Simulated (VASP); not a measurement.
Runs of VASP 6.6.1 on NaMg3O4. It takes space group Pm-3m (No. 221, cubic). The conventional cell has a = 4.354 Å, b = 4.354 Å, c = 4.354 Å, α = 90.00°, β = 90.00°, γ = 90.00°. Mg (site symmetry 4/mmm) has 6 O at 2.18 Å as nearest neighbours. Na (site symmetry m-3m) has 6 O at 2.18 Å as nearest neighbours. O (site symmetry 4/mmm) is surrounded by 4 Mg at 2.18 Å and 2 Na at 2.18 Å. O (site symmetry m-3m) has 6 Mg at 2.18 Å as nearest neighbours. The cell comes from a database or a generator and needn't be the stable form of this composition.

```tsv
task	level	potentials or basis	cell	cutoff (eV)	smearing	other keys	gap on the mesh (eV)	pressure (GPa)
optical spectrum	PW91+D3(BJ)	VASP PAW PBE potentials, release 54 (Mg, Na_pv, O)	atoms moved at random, drawn with an rms of 0.02 Å	520	gaussian 0.1 eV	-	none	-4.5
relaxation of cell and atoms	revPBE+D3(BJ)	VASP PAW PBE potentials, release 64 (Mg, Na_pv, O)	relaxed	600	fermi-dirac 0.02 eV	ALGO = VeryFast	none	0.1
single point	optB88-vdW	VASP PAW PBE potentials, release 64 (Mg_sv_GW, Na_sv_GW, O_GW)	as given	600	fermi-dirac 0.02 eV	-	none	(a)
single point	LDA	VASP PAW LDA potentials, release 64 (Mg, Na, O)	as given	500	gaussian 0.01 eV	-	none	-12.0
```

Alike in all rows: no spin polarisation; k mesh 6 × 6 × 6.

Fill in the values left out.

(a) -4.0.

Caveats: an odd number of electrons without spin polarisation forces a metal; a magnetic or distorted state may lie lower; the PAW data sets were made with another functional, which shifts forces and pressure a little (some runs); pairwise dispersion overbinds metals, which lowers pressure and volume (some runs); spectra need much finer meshes, so this one isn't converged (some runs); independent-particle spectra lack excitons (some runs); the intraband (Drude) part of a metal's response may be missing (some runs).

A gap of «none» marks a metal or a gap under the smearing width.

The runs don't all hold the same shells in valence.

Runs at the PBE level aren't shown here.
